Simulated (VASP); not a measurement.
Output of a VASP run:

### OUTCAR
```
 ion  position               nearest neighbor table
   1  0.333  0.667  0.250-   2 3.26   2 3.26   2 3.26   2 3.26   2 3.26   2 3.26
   2  0.667  0.333  0.750-   1 3.26   1 3.26   1 3.26   1 3.26   1 3.26   1 3.26
  LATTYP: Found a hexagonal cell.
 ALAT       =     3.2742005395
 C/A-ratio  =     1.6230526921
 Subroutine PRICEL returns:
 Original cell was already a primitive cell.
 Subroutine GETGRP returns: Found 24 space group operations
The static configuration has the point symmetry D_3d.
 The point group associated with its full space group is D_6h.
The dynamic configuration has the point symmetry D_3d.
 Subroutine INISYM returns: Found 24 space group operations
 Subroutine IBZKPT returns following result:
 Found     76 irreducible k-points:

 Following reciprocal coordinates:
            Coordinates               Weight
  0.000000  0.000000  0.000000      1.000000
  0.083333  0.000000  0.000000      6.000000
  0.166667  0.000000  0.000000      6.000000
  0.250000  0.000000  0.000000      6.000000
  0.333333  0.000000  0.000000      6.000000
  0.416667  0.000000  0.000000      6.000000
  0.500000  0.000000  0.000000      3.000000
  0.083333  0.083333  0.000000      6.000000
  0.166667  0.083333  0.000000     12.000000
  0.250000  0.083333  0.000000     12.000000
  0.333333  0.083333  0.000000     12.000000
  0.416667  0.083333  0.000000     12.000000
  0.166667  0.166667  0.000000      6.000000
  0.250000  0.166667  0.000000     12.000000
  0.333333  0.166667  0.000000     12.000000
  0.416667  0.166667  0.000000      6.000000
  0.250000  0.250000  0.000000      6.000000
  0.333333  0.250000  0.000000     12.000000
  0.333333  0.333333  0.000000      2.000000
  0.000000  0.000000  0.166667      2.000000
  0.083333  0.000000  0.166667     12.000000
  0.166667  0.000000  0.166667     12.000000
  0.250000  0.000000  0.166667     12.000000
  0.333333  0.000000  0.166667     12.000000
  0.416667  0.000000  0.166667     12.000000
  0.500000  0.000000  0.166667      6.000000
  0.083333  0.083333  0.166667     12.000000
  0.166667  0.083333  0.166667     24.000000
  0.250000  0.083333  0.166667     24.000000
  0.333333  0.083333  0.166667     24.000000
  0.416667  0.083333  0.166667     24.000000
  0.166667  0.166667  0.166667     12.000000
  0.250000  0.166667  0.166667     24.000000
  0.333333  0.166667  0.166667     24.000000
  0.416667  0.166667  0.166667     12.000000
  0.250000  0.250000  0.166667     12.000000
  0.333333  0.250000  0.166667     24.000000
  0.333333  0.333333  0.166667      4.000000
  0.000000  0.000000  0.333333      2.000000
  0.083333  0.000000  0.333333     12.000000
   k-points           NKPTS =     76   k-points in BZ     NKDIM =     76   number of bands    NBANDS=      6
   number of dos      NEDOS =    301   number of ions     NIONS =      2
   total plane-waves  NPLWV =  20736
   dimension x,y,z NGX =    24 NGY =   24 NGZ =   36
   dimension x,y,z NGXF=    48 NGYF=   48 NGZF=   72
   ions per type =               2
   PREC   = accura    normal or accurate (medium, high low for compatibility)
   ISTART =      0    job   : 0-new  1-cont  2-samecut
   ICHARG =      2    charge: 1-file 2-atom 10-const
   ISPIN  =      1    spin polarized calculation?
   LNONCOLLINEAR =      F non collinear calculations
   LSORBIT =      F    spin-orbit coupling
   INIWAV =      1    electr: 0-lowe 1-rand  2-diag
   ENCUT  =  400.0 eV  29.40 Ry    5.42 a.u.   5.34  5.34  8.67*2*pi/ulx,y,z
   NELM   =    100;   NELMIN=  2; NELMDL= -5     # of ELM steps
   EDIFF  = 0.1E-01   stopping-criterion for ELM
   LREAL  =      F    real-space projection
   NLSPLINE    = F    spline interpolate recip. space projectors
   LMAXMIX     =    2 max onsite mixed and CHGCAR
   VOSKOWN=      0    Vosko Wilk Nusair interpolation
   EDIFFG = 0.1E+00   stopping-criterion for IOM
   NSW    =      0    number of steps for IOM
...
```

File OSZICAR:
```
       N       E                     dE             d eps       ncg     rms          rms(c)
DAV:   1    -0.834066983928E+00   -0.83407E+00   -0.10996E+03   912   0.380E+02
DAV:   2    -0.298277533842E+01   -0.21487E+01   -0.20729E+01  1218   0.243E+01
DAV:   3    -0.299959330738E+01   -0.16818E-01   -0.16328E-01  1278   0.275E+00
DAV:   4    -0.299966137958E+01   -0.68072E-04   -0.68029E-04  1236   0.144E-01
DAV:   5    -0.299966235056E+01   -0.97098E-06   -0.97092E-06   900   0.126E-02    0.965E-01
DAV:   6    -0.299406646429E+01    0.55959E-02   -0.78892E-04   600   0.308E-01
   1 F= -.29940665E+01 E0= -.29934735E+01  d E =-.177881E-02
```

### OUTCAR
```
------------------------ aborting loop because EDIFF is reached ----------------------------------------
  FORCE on cell =-STRESS in cart. coord.  units (eV):
  Direction    XX          YY          ZZ          XY          YZ          ZX
  --------------------------------------------------------------------------------------
  Total       -0.8241509     -0.8241512     -1.0267157     -0.0000000     -0.0000000      0.0000000
  in kB      -26.7632144    -26.7632261    -33.3412392     -0.0000000     -0.0000000      0.0000000
  external PRESSURE =     -28.9558933 kB  Pullay stress =       0.0000000 kB
  volume of cell :       49.34
      direct lattice vectors                 reciprocal lattice vectors
     1.637100000 -2.835541000  0.000000000     0.305418117 -0.176333194  0.000000000
     1.637100000  2.835541000  0.000000000     0.305418117  0.176333194  0.000000000
     0.000000000  0.000000000  5.314200000     0.000000000  0.000000000  0.188175078
 POSITION                                       TOTAL-FORCE (eV/Angst)
 -----------------------------------------------------------------------------------
      1.63710      0.94518      1.32855        -0.000000     -0.000000      0.000000
      1.63710     -0.94518      3.98565         0.000000      0.000000      0.000000
 -----------------------------------------------------------------------------------
    total drift:                                0.000001     -0.000005      0.000001
  FREE ENERGIE OF THE ION-ELECTRON SYSTEM (eV)
  ---------------------------------------------------
  free  energy   TOTEN  =        -2.9940664643 eV

  energy  without entropy=       -2.9922876581  energy(sigma->0) =       -2.99347353
```
(Selected blocks of OUTCAR.)

File POSCAR:
```
Mg
1
    1.6371000000    -2.8355410000     0.0000000000
    1.6371000000     2.8355410000     0.0000000000
    0.0000000000     0.0000000000     5.3142000000
Mg
2
Direct
  0.3333330000   0.6666670000   0.2500000000
  0.6666670000   0.3333330000   0.7500000000
```

Write an INCAR and KPOINTS that could have produced this output.

This is not unique; one that fits is the input of the run itself, PBE GGA, plane waves, VASP's PBE PAW potentials (set 64).

**INCAR**
```
ALGO = Normal
EDIFF = 1E-2
ENCUT = 400
GGA = PE
ISIF = 2
ISMEAR = 1
LASPH = T
LCHARG = F
LREAL = F
LWAVE = F
NELM = 100
PREC = Accurate
SIGMA = 0.1
SYSTEM = Mg
```

File KPOINTS:
```
K-points
0
G
12 12 6
0 0 0
```

POTCAR, in this order: Mg (PBE.64 set). Program: vasp_std.

The compound is Mg in the hcp structure. The cell was not relaxed at this level. The run is one of a series of settings (EDIFF = 1E-2 against the base run), some of them coarse on purpose.
